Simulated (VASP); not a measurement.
```
TiC
1.0
    2.70805     0.00000     0.00000
    0.00000     2.70805     0.00000
    0.00000     0.00000     2.70805
Ti C
1 1
Direct
  0.00000   0.00000   0.00000
  0.50000   0.50000   0.50000
```

All values below come from r2SCAN meta-GGA, VASP's PBE PAW potentials (set 64) (plane waves; VASP). Run with 520 eV cut-off, 15×15×15 Γ-centred mesh, tetrahedra with Blöchl corrections, potentials Ti_sv C.

Q: Give the energies of bands 6 to 11 at the high-symmetry points, in eV from the Fermi level.

A: 
| band | Γ | X | M | R |
|---|---|---|---|---|
| 6 | -1.59 | -6.68 | -3.48 | -5.69 |
| 7 | -1.59 | -1.02 | -3.48 | -5.69 |
| 8 | 1.55 | -1.02 | -0.55 | -5.69 |
| 9 | 1.55 | -0.65 | 1.84 | 4.69 |
| 10 | 1.55 | 3.63 | 1.84 | 4.69 |
| 11 | 3.38 | 4.43 | 2.98 | 7.14 |

It has no gap at this level: it comes out as a metal or semimetal.

The structure was generated: TiC was put into the CsCl type type (Pm-3m), which need not be its known phase. It was relaxed first, which changed the volume by -31 %.
